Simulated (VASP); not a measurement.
Computed with HSE06 screened hybrid, VASP's PBE PAW potentials (set 64) (plane waves; VASP).

VASP input:

**POSCAR**
```
GaSb
3.1404710
  0.0000000000   1.0000000352   1.0000000352
  1.0000000352   0.0000000000   1.0000000352
  1.0000000352   1.0000000352   0.0000000000
Ga Sb
1 1
Cart
  0.0000000000   0.0000000000   0.0000000000
  0.5000000176   0.5000000176   0.5000000176
```

**INCAR**
```
HFSCREEN = 0.2
ISYM = 3
LWAVE = .FALSE.
LHFCALC = .TRUE.
AEXX = 0.25
ISMEAR = 0
ISIF = 2   ! forces and stress, cell fixed
ALGO = Normal
LREAL = .FALSE.
LASPH = .TRUE.   ! aspherical one-centre terms
SIGMA = 0.05   ! width (eV)
SYSTEM = GaSb
NELM = 60
ENCUT = 520
PRECFOCK = Fast
EDIFF = 1E-6
GGA = PE   ! PBE
LMAXMIX = 4   ! l cut-off of mixed one-centre charges
PREC = Accurate
LCHARG = .FALSE.
```

**KPOINTS**
```
Automatic
0
Gamma
6 6 6
0 0 0
```

POTCAR, in this order: Ga_d Sb (PBE.64 set). Program: vasp_std. Read from the step before: WAVECAR.

What VASP printed:

OSZICAR:
```
       N       E                     dE             d eps       ncg     rms          rms(c)
DAV:   1    -0.889285001144E+01   -0.88929E+01   -0.22581E+00   562   0.176E+01    0.171E+01
DAV:   2    -0.890117445005E+01   -0.83244E-02   -0.74014E-02   616   0.354E+00    0.115E+01
DAV:   3    -0.889837176645E+01    0.28027E-02   -0.58547E-03   532   0.123E+00    0.701E+00
DAV:   4    -0.889746688874E+01    0.90488E-03   -0.78774E-04   459   0.361E-01    0.419E+00
DAV:   5    -0.889721408103E+01    0.25281E-03   -0.25188E-04   436   0.135E-01    0.249E+00
DAV:   6    -0.889714797487E+01    0.66106E-04   -0.54863E-05   496   0.653E-02    0.148E+00
DAV:   7    -0.889712605431E+01    0.21921E-04   -0.11527E-05   480   0.330E-02    0.880E-01
DAV:   8    -0.889712192472E+01    0.41296E-05   -0.37254E-06   474   0.167E-02    0.521E-01
DAV:   9    -0.889712109650E+01    0.82822E-06   -0.13682E-06   414   0.860E-03
   1 F= -.88971211E+01 E0= -.88971195E+01  d E =-.317647E-05
```

### OUTCAR
```
------------------------ aborting loop because EDIFF is reached ----------------------------------------
  FORCE on cell =-STRESS in cart. coord.  units (eV):
  Direction    XX          YY          ZZ          XY          YZ          ZX
  --------------------------------------------------------------------------------------
  Total       -1.3812700     -1.3812700     -1.3812700      0.0000000      0.0000000     -0.0000000
  in kB      -35.7252070    -35.7252070    -35.7252070      0.0000000      0.0000000     -0.0000000
  external PRESSURE =     -35.7252070 kB  Pullay stress =       0.0000000 kB
  volume of cell :       61.95
      direct lattice vectors                 reciprocal lattice vectors
     0.000000000  3.140471111  3.140471111    -0.159211781  0.159211781  0.159211781
     3.140471111  0.000000000  3.140471111     0.159211781 -0.159211781  0.159211781
     3.140471111  3.140471111  0.000000000     0.159211781  0.159211781 -0.159211781
  FREE ENERGIE OF THE ION-ELECTRON SYSTEM (eV)
  ---------------------------------------------------
  free  energy   TOTEN  =        -8.8971210965 eV

  energy  without entropy=       -8.8971179200  energy(sigma->0) =       -8.89711951

  exchange ACFDT corr.  =         0.00000000  see jH, gK, PRB 81, 115126
```
(Selected blocks of OUTCAR.)

The compound is GaSb in the zinc blende structure. This cell is one point of a volume scan, at 1.03 of the reference volume. The cell's shape comes from a PBE relaxation.
